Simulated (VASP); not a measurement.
An input for Ansatz (written as the equivalent of a VASP run, and not itself run):

Ansatz 0.2 input:
```yaml
crystal:
  lattice:
    - [2.9824495, 0.0000000, 0.0000000]
    - [-1.4912247, 2.5828770, 0.0000000]
    - [0.0000000, 0.0000000, 5.9921476]
  atoms:
    - { symbol: Ti, position: [0.3333330, 0.6666670, 0.0298285] }
    - { symbol: Ti, position: [0.6666670, 0.3333330, 0.5298285] }
    - { symbol: O, position: [0.3333330, 0.6666670, 0.3451715] }
    - { symbol: O, position: [0.6666670, 0.3333330, 0.8451715] }
kpoints:
  mp_grid: { grid: [8, 8, 4] }
hamiltonian:
  xc: r2scan
  pseudopotentials: { kind: paw }
scf:
  occupations: { method: gaussian, width: 0.05 }
  max_iter: 100
relax:
  max_steps: 60
  f_tol: 0.02
  cell: {}
output: { forces: true, stress: true, eigenvalues: true }
```

Problem. Write the VASP files for the same calculation (r2SCAN).

Solution. Several could match; the one computed here: 
POSCAR:
```
TiO
1
    2.9824494706    -0.0000000000    -0.0000000000
   -1.4912247353     2.5828769907    -0.0000000000
    0.0000000000    -0.0000000000     5.9921475566
Ti O
2 2
Direct
  0.3333330000   0.6666670000   0.0298285022
  0.6666670000   0.3333330000   0.5298285022
  0.3333330000   0.6666670000   0.3451714978
  0.6666670000   0.3333330000   0.8451714978
```

File KPOINTS:
```
Automatic mesh
0
Gamma
8 8 4
0 0 0
```

### INCAR
```
SYSTEM=TiO
PREC=Accurate; ENCUT=520; LREAL=.False.
LASPH=.True.
EDIFF=1E-6; NELM=100; ALGO=Normal
LMAXMIX=4; LMIXTAU=.True.
ISMEAR=0; SIGMA=0.05
METAGGA=R2SCAN
IBRION=2; NSW=60; ISIF=3
EDIFFG=-0.02
LWAVE=.False.; LCHARG=.False.
```

POTCAR, in this order: Ti_sv O (PBE.64 set). Program: vasp_std.

Limits of the translation: each code has its own PAW files, so the cut-off isn't converted (ENCUT is set for VASP's; basis.ecutwfc is left out, and Ansatz then takes the one that its files recommend); Ansatz stops its SCF on the density residual and VASP on the energy change (EDIFF).

The structure was generated: TiO was put into the wurtzite type (P6_3mc), which need not be its known phase. This run relaxes it. Symmetry was kept, so distortions that lower it aren't found. The start is the result of an earlier pass.
